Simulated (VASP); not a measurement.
MgC2, 6 atoms in the cell. The structure is tetragonal, space group P4_2/mnm (No. 136). The conventional cell has a = 3.920 Å, b = 3.920 Å, c = 4.899 Å, α = 90.00°, β = 90.00°, γ = 90.00°. Around Mg (site symmetry mmm) lie 2 C at 2.14 Å. C (site symmetry m2m) has 1 C at 1.25 Å as nearest neighbours. The cell comes from a database or a generator and needn't be the stable form of this composition.

| Item | Value |
| --- | --- |
| Program | VASP 6.6.1 |
| Task | single point |
| Functional | PBE0 |
| Potentials or basis | VASP PAW PBE potentials, release 64 (Mg, C) |
| Cutoff | 520 eV |
| k mesh | 4 × 4 × 4 |
| Occupations | gaussian, width 0.02 eV |
| Spin | no spin polarisation |
| Grid for exact exchange (PRECFOCK) | Fast |
| Exchange at q = 0 | truncated |
| Further INCAR settings | ALGO = Normal; EDIFF = 1e-06 |

Potentials or basis: VASP PAW PBE potentials, release 64 (Mg, C).

Launch:

```bash
$ cat potpaw_PBE.64/Mg/POTCAR potpaw_PBE.64/C/POTCAR > POTCAR
$ cp INCAR.step1 INCAR
$ mpirun -np 1 vasp_std > vasp.out
$ cp INCAR.step2 INCAR
$ mpirun -np 1 vasp_std > vasp.out
```

Hardware: 1 thread of AMD EPYC 9R45 96-Core Processor (Zen 5), on a shared host.

Q: How long does it take, and how much memory?

A: Run time: 4 min on 1 thread of AMD EPYC 9R45 96-Core Processor (Zen 5), on a shared host, peak memory 0.16 GiB. Counts: scf iterations 10, k points 18.
